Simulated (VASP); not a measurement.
```
CELL_PARAMETERS angstrom
      1.27124    -2.20185     0.00000
      1.27124     2.20185     0.00000
      0.00000     0.00000     4.20451
ATOMIC_POSITIONS crystal
  B  0.66667 0.33333 0.50021
  B  0.33333 0.66667 0.00021
  N  0.66667 0.33333 0.87479
  N  0.33333 0.66667 0.37479
```

Method: PBE GGA with D4 dispersion, VASP's PBE PAW potentials (set 64) (plane waves; VASP). Run with 520 eV cut-off, 11×11×6 Γ-centred mesh, tetrahedra with Blöchl corrections, potentials B N.

The cores are frozen, which limits the accuracy of field gradients.

Task: Give the principal components of the electric field gradient (V/Å²) and the asymmetry η at each nucleus.

Result: 
```json
[
 {"atom": "B1", "Vxx": "-0.4", "Vyy": "-0.4", "Vzz": "0.9", "η": "0.00"},
 {"atom": "B2", "Vxx": "-0.5", "Vyy": "-0.4", "Vzz": "0.9", "η": "0.00"},
 {"atom": "N3", "Vxx": "-2.3", "Vyy": "-2.3", "Vzz": "4.6", "η": "0.00"},
 {"atom": "N4", "Vxx": "-2.3", "Vyy": "-2.3", "Vzz": "4.6", "η": "0.00"}
]
```

The compound is BN in the wurtzite structure, a metastable high-pressure form. It was relaxed first.
